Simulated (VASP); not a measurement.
Data:

```
CELL_PARAMETERS angstrom
      0.00000     2.25206     2.25206
      2.25206     0.00000     2.25206
      2.25206     2.25206     0.00000
ATOMIC_POSITIONS crystal
  B  0.00000 0.00000 0.00000
  Rh 0.50000 0.50000 0.50000
```

The numbers are results of PBE GGA, VASP's PBE PAW potentials (set 64) (plane waves; VASP), not measurements. Settings: 520 eV cut-off, 6×6×6 Monkhorst-Pack mesh, first-order Methfessel-Paxton smearing of 0.10 eV, potentials B Rh_pv.

Question: Estimate the energy per atom (σ→0), pressure.

Answer: 
```yaml
energy per atom (σ→0): -6.970 eV/atom
pressure: -16.12 GPa
```

The absolute energy has meaning only against runs of the same code, potentials and settings.

The structure was generated: BRh was put into the rocksalt type (Fm-3m), which need not be its known phase. The cell was not relaxed at this level. The run is one of a series of settings (KPOINTS 6×6×6 Monkhorst-Pack mesh against the base run), some of them coarse on purpose.
